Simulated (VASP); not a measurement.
# RbZn (Pm-3m) in VASP: a series of runs

One crystal, RbZn, is run at these levels: r2SCAN; tasks: single point.

Everything below comes from runs of VASP 6.6.1. Logs are shortened: lines on timing, memory, paths and dates and some standing lists are left out, and cuts for length are marked.

### Step 1. The structure

The structure is cubic, space group Pm-3m (No. 221). The conventional cell has a = 4.355 Å, b = 4.355 Å, c = 4.355 Å, α = 90.00°, β = 90.00°, γ = 90.00°. Rb (site symmetry m-3m) has 8 Zn at 3.77 Å as nearest neighbours. Around Zn (site symmetry m-3m) lie 8 Rb at 3.77 Å.

The cell comes from a database or a generator and needn't be the stable form of this composition.

### Step 2. Single point, r2SCAN

POSCAR

```
RbZn
1.0
    4.3550941077      0.0000000000      0.0000000000
    0.0000000000      4.3550941077      0.0000000000
    0.0000000000      0.0000000000      4.3550941077
Rb Zn
1 1
Direct
    0.0000000000      0.0000000000      0.0000000000
    0.5000000000      0.5000000000      0.5000000000
```

INCAR.step1

```
SYSTEM = RbZn
ALGO     = Normal         ! electronic algorithm
EDIFF    = 1E-4           ! SCF threshold, eV
ENCUT    = 520            ! plane-wave cutoff, eV
GGA      = PE             ! functional
ISMEAR   = -1             ! smearing method
LASPH    = .TRUE.         ! aspherical terms in the spheres
LCHARG   = .FALSE.        ! write CHGCAR
LREAL    = .FALSE.        ! projectors in reciprocal space
LWAVE    = .TRUE.         ! write WAVECAR
NBANDS   = 18             ! bands
NELM     = 100            ! most SCF steps
PREC     = Accurate       ! precision mode
SIGMA    = 0.05           ! smearing width, eV
```

INCAR.step2

```
SYSTEM = RbZn
ALGO     = Normal         ! electronic algorithm
EDIFF    = 1E-6           ! SCF threshold, eV
ENCUT    = 520            ! plane-wave cutoff, eV
ISIF     = 2              ! what is computed and relaxed
ISMEAR   = -1             ! smearing method
ISTART   = 1            
LASPH    = .TRUE.         ! aspherical terms in the spheres
LCHARG   = .FALSE.        ! write CHGCAR
LMIXTAU  = .TRUE.       
LREAL    = .FALSE.        ! projectors in reciprocal space
LWAVE    = .FALSE.        ! write WAVECAR
METAGGA  = R2SCAN         ! meta-GGA
NBANDS   = 18             ! bands
NELM     = 100            ! most SCF steps
PREC     = Accurate       ! precision mode
SIGMA    = 0.05           ! smearing width, eV
```

KPOINTS

```
k-points
0
G
  9 9 9
  0 0 0
```

Potentials or basis: VASP PAW PBE potentials, release 64 (Rb_sv, Zn).

Run with:

```bash
cat potpaw_PBE.64/Rb_sv/POTCAR potpaw_PBE.64/Zn/POTCAR > POTCAR
cp INCAR.step1 INCAR
mpirun -np 1 vasp_std > vasp.out
cp INCAR.step2 INCAR
mpirun -np 1 vasp_std > vasp.out
```

OUTCAR:

```text
SYSTEM = RbZn
   EDIFF = 1E-6
   ENCUT = 520
   ISIF = 2
   ISMEAR = -1
   ISTART = 1
   LASPH = .TRUE.
   LREAL = .FALSE.
   METAGGA = R2SCAN
   NELM = 100
   PREC = Accurate

 ion  position               nearest neighbor table
   1  0.000  0.000  0.000-   2 3.77   2 3.77   2 3.77   2 3.77   2 3.77   2 3.77   2 3.77   2 3.77

   2  0.500  0.500  0.500-   1 3.77   1 3.77   1 3.77   1 3.77   1 3.77   1 3.77   1 3.77   1 3.77

  LATTYP: Found a simple cubic cell.
 ALAT       =     4.3550941077

  Lattice vectors:

 A1 = (   4.3550941077,   0.0000000000,   0.0000000000)
 A2 = (   0.0000000000,   4.3550941077,   0.0000000000)
 A3 = (   0.0000000000,   0.0000000000,   4.3550941077)

Analysis of symmetry for initial positions (statically):
=====================================================================
 Subroutine PRICEL returns:
 Original cell was already a primitive cell.

 Routine SETGRP: Setting up the symmetry group for a
 simple cubic supercell.

 Subroutine GETGRP returns: Found 48 space group operations
 (whereof 48 operations were pure point group operations)
 out of a pool of 48 trial point group operations.

The static configuration has the point symmetry O_h .

Analysis of symmetry for dynamics (positions and initial velocities):
=====================================================================
 Subroutine PRICEL returns:
 Original cell was already a primitive cell.

 Routine SETGRP: Setting up the symmetry group for a
 simple cubic supercell.

 Subroutine GETGRP returns: Found 48 space group operations
 (whereof 48 operations were pure point group operations)
 out of a pool of 48 trial point group operations.

The dynamic configuration has the point symmetry O_h .

 Subroutine INISYM returns: Found 48 space group operations
 (whereof 48 operations are pure point group operations),
 and found     1 'primitive' translations

----------------------------------------------------------------------------------------

                                     Primitive cell

  volume of cell :      82.6024

  direct lattice vectors                    reciprocal lattice vectors
     4.355094108  0.000000000  0.000000000     0.229616163  0.000000000  0.000000000
     0.000000000  4.355094108  0.000000000     0.000000000  0.229616163  0.000000000
     0.000000000  0.000000000  4.355094108     0.000000000  0.000000000  0.229616163

  length of vectors
     4.355094108  4.355094108  4.355094108     0.229616163  0.229616163  0.229616163

  position of ions in fractional coordinates (direct lattice)
     0.000000000  0.000000000  0.000000000
     0.500000000  0.500000000  0.500000000

  ion indices of the primitive-cell ions
   primitive index   ion index
                 1           1
                 2           2

----------------------------------------------------------------------------------------

 KPOINTS: k-points

Automatic generation of k-mesh.
 Grid dimensions read from file:
 generate k-points for:    9    9    9

 Generating k-lattice:

  Cartesian coordinates                     Fractional coordinates (reciprocal lattice)
     0.025512907  0.000000000  0.000000000     0.111111111  0.000000000  0.000000000
     0.000000000  0.025512907  0.000000000     0.000000000  0.111111111  0.000000000
     0.000000000  0.000000000  0.025512907     0.000000000  0.000000000  0.111111111

  Length of vectors
     0.025512907  0.025512907  0.025512907

  Shift w.r.t. Gamma in fractional coordinates (k-lattice)
     0.000000000  0.000000000  0.000000000

 Subroutine IBZKPT returns following result:
 ===========================================

 Found     35 irreducible k-points:

 Following reciprocal coordinates:
            Coordinates               Weight
  0.000000  0.000000  0.000000      1.000000
  0.111111  0.000000  0.000000      6.000000
  0.222222  0.000000  0.000000      6.000000
  0.333333  0.000000  0.000000      6.000000
  0.444444  0.000000  0.000000      6.000000
  0.111111  0.111111  0.000000     12.000000
[... 16 lines left out ...]
  0.333333  0.333333  0.111111     24.000000
  0.444444  0.333333  0.111111     48.000000
 [... further k-points ...]
   k-points           NKPTS =     35   k-points in BZ     NKDIM =     35   number of bands    NBANDS=     18
   number of dos      NEDOS =    301   number of ions     NIONS =      2
   total plane-waves  NPLWV =  32768
   dimension x,y,z NGX =    32 NGY =   32 NGZ =   32
   dimension x,y,z NGXF=    64 NGYF=   64 NGZF=   64
   ions per type =               1   1
   NGX,Y,Z   is equivalent  to a cutoff of  12.22, 12.22, 12.22 a.u.
   NGXF,Y,Z  is equivalent  to a cutoff of  24.43, 24.43, 24.43 a.u.
 SYSTEM =  RbZn
   PREC   = accura    normal or accurate (medium, high low for compatibility)
   ISTART =      1    job   : 0-new  1-cont  2-samecut
   ICHARG =      0    charge: 1-file 2-atom 10-const
   ISPIN  =      1    spin polarized calculation?
   LNONCOLLINEAR =      F non collinear calculations
   LSORBIT =      F    spin-orbit coupling
   LASPH  =      T    aspherical Exc in radial PAW
   ENCUT  =  520.0 eV  38.22 Ry    6.18 a.u.   8.10  8.10  8.10*2*pi/ulx,y,z
   NELM   =    100;   NELMIN=  2; NELMDL=  0     # of ELM steps
   EDIFF  = 0.1E-05   stopping-criterion for ELM
   LREAL  =      F    real-space projection
   EDIFFG = 0.1E-04   stopping-criterion for IOM
   NSW    =      0    number of steps for IOM
   IBRION =     -1    ionic relax: 0-MD 1-quasi-New 2-CG
   NFREE  =      0    steps in history (QN), initial steepest desc. (CG)
   ISIF   =      2    stress and relaxation
   ISYM   =      2    0-nonsym 1-usesym 2-fastsym
   POTIM  = 0.5000    time-step for ionic-motion
   TEBEG  =    0.0;   TEEND  =   0.0 temperature during run
   PSTRESS=    0.0 pullay stress
   NELECT =      21.0000    total number of electrons
   NUPDOWN=      -1.0000    fix difference up-down
   EMIN   =  10.00;   EMAX   =-10.00  energy-range for DOS
   EFERMI =   0.00;   METHOD = LEGACY
   ISMEAR =    -1;   SIGMA  =   0.05  broadening in eV -4-tet -1-fermi 0-gaus
   EFERMI_NEDOS =   21; number of points for ismear=-14 and -15
   IALGO  =     38    algorithm
   IMIX   =      4    mixing-type and parameters
     AMIX     =   0.40;   BMIX     =  1.00
     AMIX_MAG =   1.60;   BMIX_MAG =  1.00
  volume/ion in A,a.u.               =      41.30       278.71
  Fermi-wavevector in a.u.,A,eV,Ry     =   1.037091  1.959819 14.633864  1.075559
  Thomas-Fermi vector in A             =   2.171513
   LORBIT       =      0    0 simple, 1 ext, 2 COOP (PROOUT), +10 PAW based schemes
   METAGGA = R2SCAN    functional components
   LHFCALC =     F    Hartree Fock is set to
   AEXX    =    0.0000 exact exchange contribution
   IVDW    =     0    specifies the selected vdW correction
   LEPSILON=     F    determine dielectric tensor
   LRPA    =     F    only Hartree local field effects (RPA)
 non-spin polarized calculation
  energy-cutoff  :      520.00
  volume of cell :       82.60
 maximum number of plane-waves:      2254
   NGX = 17   NGY = 17   NGZ = 17

 number of electron      20.9999993 magnetization

 Free energy of the ion-electron system (eV)
  ---------------------------------------------------
  ext. energy  EPLUGINS =         0.00000000
  ---------------------------------------------------
  free energy    TOTEN  =       -22.17431248 eV

  energy without entropy =      -22.15498933  energy(sigma->0) =      -22.16465091

 E-fermi :   0.8511     XC(G=0):  -7.8101

 val. band max:        0.8499008949   @ k =   0.3333   0.2222   0.1111
 cond. band min:       0.8772565646   @ k =   0.4444   0.4444   0.4444
 fundamental gap:      0.0273556697
 Fermi energy:         0.8511137643

 k-point     1 :       0.0000    0.0000    0.0000
  band No.  band energies     occupation
      1     -28.5258      2.00000
      2     -12.0113      2.00000
      3     -12.0113      2.00000
      4     -12.0113      2.00000
      5      -6.8560      2.00000
      6      -6.8560      2.00000
[... 10 lines left out ...]
     17       7.9480      0.00000
     18       7.9480      0.00000

 k-point     2 :       0.1111    0.0000    0.0000
  band No.  band energies     occupation
      1     -28.5246      2.00000
      2     -12.0406      2.00000
      3     -12.0089      2.00000
      4     -12.0089      2.00000
      5      -6.8554      2.00000
      6      -6.8509      2.00000
[... 10 lines left out ...]
     17       7.9854      0.00000
     18       7.9954      0.00000

 k-point     3 :       0.2222    0.0000    0.0000
  band No.  band energies     occupation
      1     -28.5216      2.00000
      2     -12.1132      2.00000
      3     -12.0028      2.00000
      4     -12.0028      2.00000
      5      -6.8540      2.00000
      6      -6.8381      2.00000
[... 10 lines left out ...]
     17       8.0861      0.00000
     18       8.1865      0.00000

 k-point     4 :       0.3333    0.0000    0.0000
  band No.  band energies     occupation
      1     -28.5181      2.00000
      2     -12.1933      2.00000
      3     -11.9958      2.00000
      4     -11.9958      2.00000
      5      -6.8524      2.00000
      6      -6.8237      2.00000
[... 375 lines left out ...]
      4     -12.0069      2.00000
      5      -6.8373      2.00000
      6      -6.8370      2.00000
[... 10 lines left out ...]
     17       8.2715      0.00000
     18       8.4420      0.00000

 k-point    23 :       0.3333    0.3333    0.1111
  band No.  band energies     occupation
      1     -28.5096      2.00000
      2     -12.1625      2.00000
      3     -12.1506      2.00000
      4     -12.0042      2.00000
      5      -6.8396      2.00000
      6      -6.8336      2.00000
[... 10 lines left out ...]
     17       7.4556      0.00000
     18       8.1245      0.00000

 k-point    24 :       0.4444    0.3333    0.1111
  band No.  band energies     occupation
      1     -28.5074      2.00000
      2     -12.2028      2.00000
      3     -12.1471      2.00000
      4     -11.9990      2.00000
      5      -6.8437      2.00000
      6      -6.8321      2.00000
[... 10 lines left out ...]
     17       7.9282      0.00000
     18       8.4551      0.00000

 [... further k-points ...]

------------------------ aborting loop because EDIFF is reached ----------------------------------------

  FORCE on cell =-STRESS in cart. coord.  units (eV):
  Direction    XX          YY          ZZ          XY          YZ          ZX
  --------------------------------------------------------------------------------------
  -------------------------------------------------------------------------------------
  Total        0.0180646      0.0180646      0.0180646      0.0000000     -0.0000000     -0.0000000
  in kB        0.3503847      0.3503847      0.3503847      0.0000000     -0.0000000     -0.0000000
  external PRESSURE =       0.3503847 kB  Pullay stress =       0.0000000 kB

 VOLUME and BASIS-vectors are now :
 -----------------------------------------------------------------------------
  energy-cutoff  :      520.00
  volume of cell :       82.60
      direct lattice vectors                 reciprocal lattice vectors
     4.355094108  0.000000000  0.000000000     0.229616163  0.000000000  0.000000000
     0.000000000  4.355094108  0.000000000     0.000000000  0.229616163  0.000000000
     0.000000000  0.000000000  4.355094108     0.000000000  0.000000000  0.229616163

 POSITION                                       TOTAL-FORCE (eV/Angst)
 -----------------------------------------------------------------------------------
      0.00000      0.00000      0.00000         0.000000      0.000000      0.000000
      2.17755      2.17755      2.17755         0.000000      0.000000      0.000000
 -----------------------------------------------------------------------------------
    total drift:                                0.000000      0.000000     -0.000000

  FREE ENERGIE OF THE ION-ELECTRON SYSTEM (eV)
  ---------------------------------------------------
  free  energy   TOTEN  =       -22.1743124843 eV

  energy  without entropy=      -22.1549893268  energy(sigma->0) =      -22.16465091
```

Run time: 52 s. Hardware: 1 thread of Intel Xeon Platinum 8559C (Emerald Rapids), shared host; peak memory 0.21 GiB.

What came out:

```
Free energy            : -22.1743 eV
Pressure               : 0.0 GPa
Band gap on the k mesh : none (metal or under the smearing width)
```

Caveat: the PAW data sets were made with another functional, which shifts forces and pressure a little.

(Part 1 of 2 ends here.)
